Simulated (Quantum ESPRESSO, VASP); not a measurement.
Given: the input of a run of VASP 6.6.1 on CdInS2. The cell comes from a database or a generator and needn't be the stable form of this composition.

Contents of INCAR:

```
SYSTEM = CdInS2
  PREC = Accurate
  ENCUT = 520
  EDIFF = 1E-7
  ISMEAR = -1
  SIGMA = 0.05
  LREAL = .FALSE.
  LASPH = .TRUE.
  NELM = 100
  ALGO = Normal
  ISIF = 2
  LWAVE = .FALSE.
  LCHARG = .FALSE.
  GGA = PE
  NBANDS = 26
```

KPOINTS

```
regular mesh
0
G
  8 8 4
  0 0 0
```

POSCAR

```
CdInS2
1.0
    3.8694961422      0.0000000000      0.0000000000
   -1.9347480711      3.3510819590      0.0000000000
    0.0000000000      0.0000000000      6.8105290000
In Cd S
1 1 2
Direct
    0.0000000000      0.0000000000      0.5000000000
    0.0000000000      0.0000000000      0.0000000000
    0.3333333333      0.6666666667      0.2449510000
    0.6666666667      0.3333333333      0.7550490000
```

Potentials or basis: VASP PAW PBE potentials, release 64 (In_d, Cd, S).

Command:

```sh
$ cat potpaw_PBE.64/In_d/POTCAR potpaw_PBE.64/Cd/POTCAR potpaw_PBE.64/S/POTCAR > POTCAR
$ mpirun -np 1 vasp_std > vasp.out
```

Q: Translate it to Quantum ESPRESSO 7.5. Potentials or basis there: SSSP 1.3 efficiency PBE, cutoff 816 eV.

A: As run (cutoffs and basis follow the program's own potentials, and thresholds, step limits or extra output files can differ):

The input pw.in:

```
&CONTROL
  calculation = 'scf'
  prefix = 'pwscf'
  outdir = './tmp'
  pseudo_dir = './pseudo'
  tprnfor = .true.
  tstress = .true.
  disk_io = 'low'
/
&SYSTEM
  ibrav = 0
  nat = 4
  ntyp = 3
  ecutwfc = 60
  ecutrho = 480
  nbnd = 27
  occupations = 'smearing'
  smearing = 'fd'
  degauss = 0.00367493
/
&ELECTRONS
  conv_thr = 8d-10
  electron_maxstep = 120
  mixing_beta = 0.5
/
ATOMIC_SPECIES
In   114.8180 In.pbe-dn-rrkjus_psl.0.2.2.UPF
Cd   112.4140 Cd.pbe-dn-rrkjus_psl.0.3.1.UPF
S     32.0600 s_pbe_v1.4.uspp.F.UPF
CELL_PARAMETERS angstrom
   3.8694961422    0.0000000000    0.0000000000
  -1.9347480711    3.3510819590    0.0000000000
   0.0000000000    0.0000000000    6.8105290000
ATOMIC_POSITIONS crystal
In     0.0000000000    0.0000000000    0.5000000000
Cd     0.0000000000    0.0000000000    0.0000000000
S      0.3333333333    0.6666666667    0.2449510000
S      0.6666666667    0.3333333333    0.7550490000
K_POINTS automatic
8 8 4 0 0 0
```

The input pp_density.in:

```
&INPUTPP
  prefix = 'pwscf'
  outdir = './tmp'
  filplot = 'density.dat'
  plot_num = 0
/
&PLOT
  nfile = 1
  filepp(1) = 'density.dat'
  iflag = 3
  output_format = 6
  fileout = 'density.cube'
/
```

pp_potential.in

```
&INPUTPP
  prefix = 'pwscf'
  outdir = './tmp'
  filplot = 'potential.dat'
  plot_num = 11
/
&PLOT
  nfile = 1
  filepp(1) = 'potential.dat'
  iflag = 3
  output_format = 6
  fileout = 'potential.cube'
/
```

Potentials or basis: SSSP 1.3 efficiency PBE.

Launch:

```console
$ OMP_NUM_THREADS=1 pw.x -in pw.in > pw.out
$ OMP_NUM_THREADS=1 pp.x -in pp_density.in > pp_density.out
$ OMP_NUM_THREADS=1 pp.x -in pp_potential.in > pp_potential.out
```

Both were run:

|  | VASP | Quantum ESPRESSO |
| --- | --- | --- |
| Pressure | 0.1 GPa | -0.1 GPa |

Pressure is positive in compression.
